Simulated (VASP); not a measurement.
A run of VASP 6.6.1 is set up as follows.

INCAR

```
PREC     = Normal         # precision mode
ENCUT    = 520            # plane-wave cutoff, eV
EDIFF    = 1E-4           # SCF threshold, eV
ISMEAR   = 0              # smearing method
SIGMA    = 0.15           # smearing width, eV
LREAL    = False          # projectors in reciprocal space
LASPH    = True           # aspherical terms in the spheres
NELM     = 60             # most SCF steps
ALGO     = Fast           # electronic algorithm
ISIF     = 3              # what is computed and relaxed
LWAVE    = False          # write WAVECAR
LCHARG   = False          # write CHGCAR
GGA      = PE             # functional
IBRION   = 2              # ionic algorithm
NSW      = 24             # ionic steps
EDIFFG   = -0.08          # ionic threshold
```

The input KPOINTS:

```
regular mesh
0
Gamma
  4 4 3
```

POSCAR

```
Si4Ge3
1.0
    5.2688724600      0.0000000000      0.0000000000
   -2.6344362300      4.5629774000      0.0000000000
    0.0000000000      0.0000000000      5.9405196400
Si Ge
4 3
Direct
    0.3333333300      0.6666666700      0.0000000000
    0.6666666700      0.3333333300      0.0000000000
    0.0000000000      0.0000000000      0.1629941000
    0.0000000000      0.0000000000      0.8370059000
    0.5000000000      0.0000000000      0.5000000000
    0.0000000000      0.5000000000      0.5000000000
    0.5000000000      0.5000000000      0.5000000000
```

Potentials or basis: VASP PAW PBE potentials, release 64 (Si, Ge_d).

Run with:

```sh
$ cat potpaw_PBE.64/Si/POTCAR potpaw_PBE.64/Ge_d/POTCAR > POTCAR
$ mpirun -np 1 vasp_std > vasp.out
```

(1) What does it give for the relaxed cell?

(2) Predict the space group after relaxing (to 0.05 Å).

Results:

(1) a = 5.476 Å, b = 5.476 Å, c = 4.839 Å, α = 90.00°, β = 90.00°, γ = 120.00°.

(2) P6/mmm (No. 191).
